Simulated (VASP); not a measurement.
Input of a VASP 6.6.1 run:

INCAR

```
SYSTEM = Be3Se2O
PREC     = Accurate       ! precision mode
ENCUT    = 520            ! plane-wave cutoff, eV
EDIFF    = 1E-6           ! SCF threshold, eV
ISMEAR   = 0              ! smearing method
SIGMA    = 0.03           ! smearing width, eV
LREAL    = .False.        ! projectors in reciprocal space
LASPH    = .True.         ! aspherical terms in the spheres
NELM     = 100            ! most SCF steps
ALGO     = Normal         ! electronic algorithm
ISIF     = 2              ! what is computed and relaxed
LWAVE    = .False.        ! write WAVECAR
LCHARG   = .False.        ! write CHGCAR
GGA      = PE             ! functional
KPAR     = 2
```

File KPOINTS:

```
regular mesh
0
Gamma
  6 6 6
  0 0 0
```

POSCAR

```
Be3Se2O
1.0
    5.0780500000     -2.8719600000      0.0000000000
    5.0780500000      2.8719600000      0.0000000000
    0.0000000000      0.0000000000      5.4449600000
Be Se O
6 4 2
Direct
    0.8386350000      0.4292100000      0.4135620000
    0.5707900000      0.1613650000      0.4135620000
    0.1095090000      0.8904910000      0.3276790000
    0.4292100000      0.8386350000      0.9135620000
    0.1613650000      0.5707900000      0.9135620000
    0.8904910000      0.1095090000      0.8276790000
    0.8350330000      0.4840180000      0.0072250000
    0.4840180000      0.8350330000      0.5072250000
    0.1649670000      0.5159820000      0.5072250000
    0.5159820000      0.1649670000      0.0072250000
    0.8534360000      0.1465640000      0.4999890000
    0.1465640000      0.8534360000      0.9999890000
```

Contents of KPOINTS_OPT:

```
path GXSRAZGYX1A1TY,ZT
10
line-mode
reciprocal
 0.0000000000  0.0000000000  0.0000000000  G
 0.3299655331 -0.3299655331  0.0000000000  X

 0.3299655331 -0.3299655331  0.0000000000  X
 0.0000000000 -0.5000000000  0.0000000000  S

 0.0000000000 -0.5000000000  0.0000000000  S
 0.0000000000 -0.5000000000 -0.5000000000  R

 0.0000000000 -0.5000000000 -0.5000000000  R
 0.3299655331 -0.3299655331 -0.5000000000  A

 0.3299655331 -0.3299655331 -0.5000000000  A
 0.0000000000  0.0000000000 -0.5000000000  Z

 0.0000000000  0.0000000000 -0.5000000000  Z
 0.0000000000  0.0000000000  0.0000000000  G

 0.0000000000  0.0000000000  0.0000000000  G
-0.5000000000 -0.5000000000  0.0000000000  Y

-0.5000000000 -0.5000000000  0.0000000000  Y
-0.3299655331 -0.6700344669  0.0000000000  X1

-0.3299655331 -0.6700344669  0.0000000000  X1
-0.3299655331 -0.6700344669 -0.5000000000  A1

-0.3299655331 -0.6700344669 -0.5000000000  A1
-0.5000000000 -0.5000000000 -0.5000000000  T

-0.5000000000 -0.5000000000 -0.5000000000  T
-0.5000000000 -0.5000000000  0.0000000000  Y

 0.0000000000  0.0000000000 -0.5000000000  Z
-0.5000000000 -0.5000000000 -0.5000000000  T
```

Potentials or basis: VASP PAW PBE potentials, release 64 (Be, Se, O).

The run is started by

```bash
$ cat potpaw_PBE.64/Be/POTCAR potpaw_PBE.64/Se/POTCAR potpaw_PBE.64/O/POTCAR > POTCAR
$ mpirun -np 2 vasp_std > vasp.out
```

(1) Estimate the pressure.

(2) What does it give for the largest force?

(3) Estimate the band gap along the path.

(4) Estimate the band gap on the k mesh.

Results:

(1) 0.0 GPa.

(2) 0.005 eV/Å.

(3) 3.00 eV, indirect (least direct gap 3.26 eV).

(4) 3.00 eV, indirect (least direct gap 3.28 eV).
